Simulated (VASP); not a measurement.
Calculation: optB86b-vdW, VASP's PBE PAW potentials (set 64) (plane waves; VASP).

VASP input:

INCAR:
```
SYSTEM  =  GdN
PREC  =  Accurate; ENCUT  =  520; LREAL  =  .False.
LASPH  =  .True.
EDIFF  =  1E-6; NELM  =  100; ALGO  =  Normal
LMAXMIX  =  6
ISMEAR  =  1; SIGMA  =  0.1
GGA  =  MK; LUSE_VDW  =  .True.; AGGAC  =  0.0
PARAM1  =  0.1234; PARAM2  =  1.0
IBRION  =  2; NSW  =  60; ISIF  =  3
EDIFFG  =  -0.01
LWAVE  =  .False.; LCHARG  =  .False.
```

KPOINTS:
```
Automatic mesh
0
Gamma
11 11 11
0 0 0
```

**POSCAR**
```
GdN
1
   -0.0000000000     2.4762656973     2.4762656973
    2.4762656973     0.0000000000     2.4762656973
    2.4762656973     2.4762656973     0.0000000000
Gd N
1 1
Direct
  0.0000000000   0.0000000000   0.0000000000
  0.5000000000   0.5000000000   0.5000000000
```

POTCAR, in this order: Gd_3 N (PBE.64 set). Program: vasp_std.

The run wrote:

OUTCAR:
```
 ion  position               nearest neighbor table
   1  0.000  0.000  0.000-   2 2.48   2 2.48   2 2.48   2 2.48   2 2.48   2 2.48
   2  0.500  0.500  0.500-   1 2.48   1 2.48   1 2.48   1 2.48   1 2.48   1 2.48
  LATTYP: Found a face centered cubic cell.
 ALAT       =     4.9525313946
 Subroutine PRICEL returns:
 Original cell was already a primitive cell.
 Subroutine GETGRP returns: Found 48 space group operations
The static configuration has the point symmetry O_h .
The dynamic configuration has the point symmetry O_h .
 Subroutine INISYM returns: Found 48 space group operations
 Subroutine IBZKPT returns following result:
 Found     56 irreducible k-points:

 Following reciprocal coordinates:
            Coordinates               Weight
  0.000000  0.000000  0.000000      1.000000
  0.090909  0.000000  0.000000      8.000000
  0.181818  0.000000  0.000000      8.000000
  0.272727  0.000000  0.000000      8.000000
  0.363636  0.000000  0.000000      8.000000
  0.454545  0.000000  0.000000      8.000000
  0.090909  0.090909  0.000000      6.000000
  0.181818  0.090909  0.000000     24.000000
  0.272727  0.090909  0.000000     24.000000
  0.363636  0.090909  0.000000     24.000000
  0.454545  0.090909  0.000000     24.000000
 -0.454545  0.090909  0.000000     24.000000
 -0.363636  0.090909  0.000000     24.000000
 -0.272727  0.090909  0.000000     24.000000
 -0.181818  0.090909  0.000000     24.000000
 -0.090909  0.090909  0.000000     12.000000
  0.181818  0.181818  0.000000      6.000000
  0.272727  0.181818  0.000000     24.000000
  0.363636  0.181818  0.000000     24.000000
  0.454545  0.181818  0.000000     24.000000
 -0.454545  0.181818  0.000000     24.000000
 -0.363636  0.181818  0.000000     24.000000
 -0.272727  0.181818  0.000000     24.000000
 -0.181818  0.181818  0.000000     12.000000
...
```

### OSZICAR
```
       N       E                     dE             d eps       ncg     rms          rms(c)
DAV:   1     0.495578406104E+02    0.49558E+02   -0.68601E+03  1232   0.119E+03
DAV:   2    -0.120526393608E+02   -0.61610E+02   -0.57773E+02  1690   0.240E+02
DAV:   3    -0.149720677353E+02   -0.29194E+01   -0.27295E+01  1655   0.416E+01
DAV:   4    -0.150141568493E+02   -0.42089E-01   -0.42013E-01  1458   0.456E+00
DAV:   5    -0.150149359031E+02   -0.77905E-03   -0.77870E-03  1680   0.532E-01    0.277E+01
DAV:   6    -0.128764424419E+02    0.21385E+01   -0.19261E+01  1442   0.266E+01    0.254E+01
DAV:   7    -0.126834758372E+02    0.19297E+00   -0.14727E+00  1417   0.801E+00    0.173E+01
DAV:   8    -0.126861376493E+02   -0.26618E-02   -0.14190E-01  1358   0.383E+00    0.570E+00
DAV:   9    -0.126805505406E+02    0.55871E-02   -0.18892E-02  1504   0.108E+00    0.437E-01
DAV:  10    -0.126808042558E+02   -0.25372E-03   -0.57096E-04  1672   0.227E-01    0.326E-01
DAV:  11    -0.126807904298E+02    0.13826E-04   -0.87248E-05  1538   0.718E-02    0.250E-02
DAV:  12    -0.126807915237E+02   -0.10939E-05   -0.39575E-06  1483   0.210E-02    0.966E-03
DAV:  13    -0.126807915015E+02    0.22220E-07   -0.63878E-07   967   0.585E-03
   1 F= -.12680792E+02 E0= -.12680788E+02  d E =-.126808E+02
```

OUTCAR:
```
------------------------ aborting loop because EDIFF is reached ----------------------------------------
  FORCE on cell =-STRESS in cart. coord.  units (eV):
  Direction    XX          YY          ZZ          XY          YZ          ZX
  --------------------------------------------------------------------------------------
  Total       -0.0049902     -0.0049902     -0.0049902     -0.0000000      0.0000000      0.0000000
  in kB       -0.2632708     -0.2632708     -0.2632708     -0.0000000      0.0000000      0.0000000
  external PRESSURE =      -0.2632708 kB  Pullay stress =       0.0000000 kB
  volume of cell :       30.37
      direct lattice vectors                 reciprocal lattice vectors
     0.000000000  2.476265697  2.476265697    -0.201916943  0.201916943  0.201916943
     2.476265697  0.000000000  2.476265697     0.201916943 -0.201916943  0.201916943
     2.476265697  2.476265697  0.000000000     0.201916943  0.201916943 -0.201916943
 POSITION                                       TOTAL-FORCE (eV/Angst)
 -----------------------------------------------------------------------------------
      0.00000      0.00000      0.00000         0.000000      0.000000      0.000000
      2.47627      2.47627      2.47627         0.000000     -0.000000     -0.000000
 -----------------------------------------------------------------------------------
    total drift:                                0.000000      0.000000      0.000000
  FREE ENERGIE OF THE ION-ELECTRON SYSTEM (eV)
  ---------------------------------------------------
  free  energy   TOTEN  =       -12.6807915015 eV

  energy  without entropy=      -12.6807814184  energy(sigma->0) =      -12.68078814

 reached required accuracy - stopping structural energy minimisation
```
(Selected blocks of OUTCAR.)

The 4f electrons are frozen in the core of the lanthanide potential, so 4f levels, which can set the real gap, and their magnetism are missing.

The compound is GdN in the rock salt structure. It was relaxed first. The start is the result of an earlier pass.
